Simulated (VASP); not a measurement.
Input:

```xyz
3
Lattice="1.6866 -2.9213 0.0000 1.6866 2.9213 0.0000 0.0000 0.0000 5.6800" Properties=species:S:1:pos:R:3 pbc="T T T"
Ti     1.6866     2.9213     0.0000
S      1.6866     0.9738     1.4270
S      1.6866    -0.9738     4.2530
```

Level of theory: PBE GGA with D4 dispersion, VASP's PBE PAW potentials (set 64) (plane waves; VASP 6.6.1). Numerical set-up: 520 eV cut-off, 12×12×6 Γ-centred mesh, tetrahedra with Blöchl corrections, potentials Ti_sv S.

Q: Predict the energy per atom (σ→0), band gap (on the k-mesh) with the smallest direct gap where there is one.

A: 
```json
{
  "band gap (on the k-mesh)": "none (metal, semimetal or under 0.01 eV)",
  "energy per atom (σ→0)": "-670.6 kJ/mol of atoms"
}
```

The absolute energy has meaning only against runs of the same code, potentials and settings.

The compound is TiS2 in the 1T layered structure. It was relaxed first.
